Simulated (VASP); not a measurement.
OSZICAR of a VASP run on SnO₂ (rutile):

### OSZICAR
```
       N       E                     dE             d eps       ncg     rms          rms(c)
DAV:   1     0.659692549389E+03    0.65969E+03   -0.26336E+04  1633   0.259E+03
DAV:   2     0.586783468093E+02   -0.60101E+03   -0.58202E+03  1700   0.700E+02
DAV:   3    -0.382737950161E+02   -0.96952E+02   -0.95304E+02  1719   0.228E+02
DAV:   4    -0.432967966602E+02   -0.50230E+01   -0.49982E+01  1733   0.575E+01
DAV:   5    -0.434592120868E+02   -0.16242E+00   -0.16236E+00  1930   0.106E+01    0.157E+01
DAV:   6    -0.372213115928E+02    0.62379E+01   -0.25212E+01  2334   0.719E+01    0.573E+00
DAV:   7    -0.373303304830E+02   -0.10902E+00   -0.20538E+00  1621   0.853E+00    0.325E+00
DAV:   8    -0.373141093589E+02    0.16221E-01   -0.30083E-01  2126   0.523E+00    0.773E-01
DAV:   9    -0.372994358153E+02    0.14674E-01   -0.86155E-02  2339   0.391E+00    0.148E-01
DAV:  10    -0.373001597652E+02   -0.72395E-03   -0.56257E-03  2008   0.700E-01    0.428E-02
DAV:  11    -0.373002447429E+02   -0.84978E-04   -0.27343E-04  2307   0.172E-01    0.188E-02
DAV:  12    -0.373002488053E+02   -0.40624E-05   -0.21399E-05  1815   0.374E-02    0.143E-02
DAV:  13    -0.373002445962E+02    0.42091E-05   -0.16871E-05  1910   0.539E-02    0.240E-03
DAV:  14    -0.373002448206E+02   -0.22448E-06   -0.12913E-06  1170   0.103E-02
   1 F= -.38155320E+02 E0= -.38155320E+02  d E =-.381553E+02
       N       E                     dE             d eps       ncg     rms          rms(c)
DAV:   1    -0.373069459123E+02   -0.67013E-02   -0.19862E-01  1981   0.443E+00    0.413E-01
DAV:   2    -0.373040926818E+02    0.28532E-02   -0.10792E-02  2028   0.110E+00    0.203E-01
DAV:   3    -0.373029566697E+02    0.11360E-02   -0.21825E-03  2044   0.791E-01    0.586E-02
DAV:   4    -0.373028949335E+02    0.61736E-04   -0.46146E-04  2309   0.220E-01    0.142E-02
DAV:   5    -0.373028904204E+02    0.45131E-05   -0.46914E-05  2034   0.741E-02    0.686E-03
DAV:   6    -0.373028889404E+02    0.14801E-05   -0.31038E-06  1388   0.162E-02    0.273E-03
DAV:   7    -0.373028890355E+02   -0.95127E-07   -0.10293E-06  1015   0.161E-02
   2 F= -.38156092E+02 E0= -.38156092E+02  d E =-.771659E-03
       N       E                     dE             d eps       ncg     rms          rms(c)
DAV:   1    -0.373035452802E+02   -0.65634E-03   -0.10040E-02  1974   0.994E-01    0.930E-02
DAV:   2    -0.373034010357E+02    0.14424E-03   -0.54846E-04  2035   0.248E-01    0.455E-02
DAV:   3    -0.373033441818E+02    0.56854E-04   -0.10917E-04  2059   0.178E-01    0.133E-02
DAV:   4    -0.373033399670E+02    0.42147E-05   -0.23053E-05  2274   0.490E-02    0.317E-03
DAV:   5    -0.373033390798E+02    0.88728E-06   -0.20243E-06  1306   0.164E-02
   3 F= -.38156121E+02 E0= -.38156121E+02  d E =-.801189E-03
```

Task: Which electronic solver shows in the log?

Result: It is blocked Davidson (ALGO = Normal, or the opening steps of other solvers). The INCAR had ALGO = Normal.

Task: Can the final energy be trusted as converged?

Result: The calculation finished and met its thresholds. It stopped with EDIFF = 1E-6, NELM = 100, NSW = 60 and EDIFFG = -0.02 after 3 ionic steps (PBE GGA with D3 dispersion (zero damping), plane waves, VASP's PBE PAW potentials (set 64)).

The compound is SnO2 in the rutile structure. This run relaxes it. Symmetry was kept, so distortions that lower it aren't found. The start is the result of an earlier pass.
